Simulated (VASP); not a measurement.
Energy against volume of PbS (rock salt). Level of theory: revPBE GGA, VASP's PBE PAW potentials (set 64) (plane waves; VASP). Numerical set-up: 520 eV cut-off, 8×8×8 Γ-centred mesh, Gaussian smearing of 0.050 eV, potentials Pb_d S.

```csv
V (Å³/atom),E (eV/atom)
26.948,-4.08788
27.781,-4.09243
28.615,-4.08928
29.448,-4.07960
```

### Question
Fit these four points and predict the energy of the run at 26.114 Å³/atom.

### Answer
A cubic in V^(−2/3), the third-order Birch-Murnaghan form, passes through the four points with V0 = 27.83 Å³/atom and B0 = 49 GPa, and gives -4.0742 eV/atom there. The run gave -4.0744 eV/atom, -0.1 meV/atom from the fit; all five points give B0 = 49 GPa.

The compound is PbS in the rock salt structure. It was relaxed first, which changed the volume by +6 %.
